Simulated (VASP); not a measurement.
Wanted: the native input for a VASP 6.6.1 run.

* Task: Born charges and dielectric tensor
* Functional: LDA
* Potentials or basis: VASP PAW LDA potentials, release 64 (Si)
* Cutoff: 600 eV
* k mesh: 14 × 14 × 14
* Occupations: gaussian, width 0.02 eV
* Spin: no spin polarisation
* Further INCAR settings: ALGO = Normal; EDIFF = 1e-08; IBRION = 8; NSW = 1

The structure of Si lies in POSCAR:

```
Si
1.0
    0.0000000000      2.7176300000      2.7176300000
    2.7176300000      0.0000000000      2.7176300000
    2.7176300000      2.7176300000      0.0000000000
Si
2
Direct
    0.5000000000      0.5000000000      0.5000000000
    0.7500000000      0.7500000000      0.7500000000
```

These files were run (other wordings do the same):

INCAR

```
  PREC = Accurate
  ENCUT = 600
  EDIFF = 1E-8
  ISMEAR = 0
  SIGMA = 0.02
  LREAL = F
  LASPH = T
  NELM = 80
  ALGO = Normal
  ISIF = 2
  LWAVE = F
  LCHARG = F
  LEPSILON = T
  IBRION = 8
  NSW = 1
```

KPOINTS

```
Automatic mesh
0
Gamma
  14 14 14
```

Potentials or basis: VASP PAW LDA potentials, release 64 (Si).

Command:

```sh
$ cat potpaw_LDA.64/Si/POTCAR > POTCAR
$ mpirun -np 1 vasp_std > vasp.out
```

Results of the run:

```
Band gap on the k mesh                  : 0.47 eV, indirect (least direct gap 2.52 eV)
Electronic dielectric tensor (diagonal) : 13.41
Born charges (mean of the diagonal)     : Si +0.00 e
Highest phonon frequency at Γ           : 504 cm⁻¹
```

Caveat: the gap is small at this level, which inflates the dielectric constant.

Wall time 4.9 min on 1 thread of Intel(R) Xeon(R) Platinum 8488C (Sapphire Rapids), on a shared host, peak memory 0.47 GiB.
